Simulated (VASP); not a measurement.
A convergence study with VASP on Cu (fcc): one setting is varied, all else stays as given below, so the limit is that of these other settings. The cell's lengths are 1 % over those of the tabulated start, so it is off equilibrium.

```
Cu
1.0
    0.00000     1.82305     1.82305
    1.82305     0.00000     1.82305
    1.82305     1.82305     0.00000
Cu
1
Direct
  0.00000   0.00000   0.00000
```

All values below come from PBEsol GGA, VASP's PBE PAW potentials (set 64) (plane waves; VASP 6.6.1). The tightest run used: 1000 eV cut-off, 19×19×19 Γ-centred mesh, first-order Methfessel-Paxton smearing of 0.10 eV, potentials Cu.

Task: The settings run are ENCUT = 150; ENCUT = 200; ENCUT = 250; ENCUT = 300; ENCUT = 350; ENCUT = 400; ENCUT = 450; ENCUT = 500; ENCUT = 550; ENCUT = 600; ENCUT = 650; ENCUT = 700; ENCUT = 750; ENCUT = 800; ENCUT = 850; ENCUT = 1000. From which on does the energy per atom stay within 0.002 eV/atom of the tightest run?

Result: From ENCUT = 400 on: it is off by 0.0006 there and by no more than 0.002 in any finer run, while ENCUT = 350 is off by 0.0055.
```tsv
setting	E (eV/atom)	pressure (GPa)	plane waves	difference judged (eV/atom)
ENCUT = 150	21.2016	-2072.44	59	25.4855
ENCUT = 200	-2.3000	-313.55	84	1.9839
ENCUT = 250	-4.1712	-48.77	116	0.1127
ENCUT = 300	-4.2837	-11.92	153	0.0002
ENCUT = 350	-4.2894	-9.17	190	0.0055
ENCUT = 400	-4.2845	-9.93	229	0.0006
ENCUT = 450	-4.2831	-9.80	276	0.0009
ENCUT = 500	-4.2836	-9.29	331	0.0003
ENCUT = 550	-4.2841	-9.06	366	0.0002
ENCUT = 600	-4.2840	-9.08	416	0.0001
ENCUT = 650	-4.2837	-9.15	471	0.0002
ENCUT = 700	-4.2838	-9.16	532	0.0002
ENCUT = 750	-4.2839	-9.11	578	0.0000
ENCUT = 800	-4.2841	-9.07	636	0.0002
ENCUT = 850	-4.2842	-9.05	701	0.0003
ENCUT = 1000	-4.2839	-9.06	893	0.0000
```

Left out are rungs that failed or repeat a setting and relaxations that didn't move; long series are thinned to 24 rows.

The compound is Cu in the fcc structure. The cell was not relaxed at this level.
